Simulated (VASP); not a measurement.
Runs of VASP 6.6.1 on InSb. Symmetry: F-43m, No. 216, cubic system. Conventional cell: a = 6.478 Å, b = 6.478 Å, c = 6.478 Å, α = 90.00°, β = 90.00°, γ = 90.00°. In (site symmetry -43m) has 4 Sb at 2.81 Å as nearest neighbours. Around Sb (site symmetry -43m) lie 4 In at 2.81 Å. 

```tsv
level	potentials or basis	spin	k mesh	cutoff (eV)	grid for exact exchange (PRECFOCK)	screening parameter	further INCAR settings	mesh quality	gap on the mesh (eV)	pressure (GPa)
HSE06	VASP PAW PBE potentials, release 64 (In_d, Sb)	off	5 × 5 × 5	520	Normal	0.2 1/A	ALGO = Normal; EDIFF = 1e-06	not flagged	0.55	1.0
PBEsol	VASP PAW PBE potentials, release 64 (In_d, Sb)	off	8 × 8 × 8	250	-	-	ALGO = Fast; EDIFF = 1e-06	not flagged	none	-
LDA	VASP PAW LDA potentials, release 64 (In_d, Sb)	off	4 × 4 × 4	300	-	-	ALGO = Fast; EDIFF = 1e-06	coarse	none	-0.2
r2SCAN	VASP PAW PBE potentials, release 64 (In_d, Sb)	off	8 × 8 × 8	520	-	-	ALGO = Normal; EDIFF = 1e-06	not flagged	0.24	(a)
PBEsol	VASP PAW PBE potentials, release 64 (In_d, Sb)	SOC, no magnetisation	8 × 8 × 8	520	-	-	ALGO = Fast; EDIFF = 1e-06	not flagged	-	0.9
LDA	VASP PAW LDA potentials, release 64 (In_d, Sb)	off	8 × 8 × 8	520	-	-	ALGO = Fast; EDIFF = 1e-06	not flagged	none	(b)
PBEsol	VASP PAW PBE potentials, release 64 (In_d, Sb)	off	8 × 8 × 8	520	-	-	ALGO = Fast; EDIFF = 1e-06	not flagged	none	1.0
```

Alike in all rows: task single point; cell as given; smearing fermi-dirac 0.05 eV.

Q: Estimate the missing entries.

A: (a) 1.7; (b) -0.5.

Caveats: some runs use coarse meshes; the PAW data sets were made with another functional, which shifts forces and pressure a little (some runs); this crystal is a semiconductor, whose small gap the functional closes, so the metal is an error of the method (some runs); spin-orbit coupling is left out, which moves the levels of the heavy elements (some runs); the cutoff is under 1.25 times the usual one of these potentials, so pressure, stress and relaxed cells hold a basis-set (Pulay) error (some runs).

A k mesh can miss the band edges, and rows without SOC leave out spin-orbit coupling on In, Sb.

A gap of «none» marks a metal or a gap under the smearing width.

Runs at the PBE level aren't shown here.
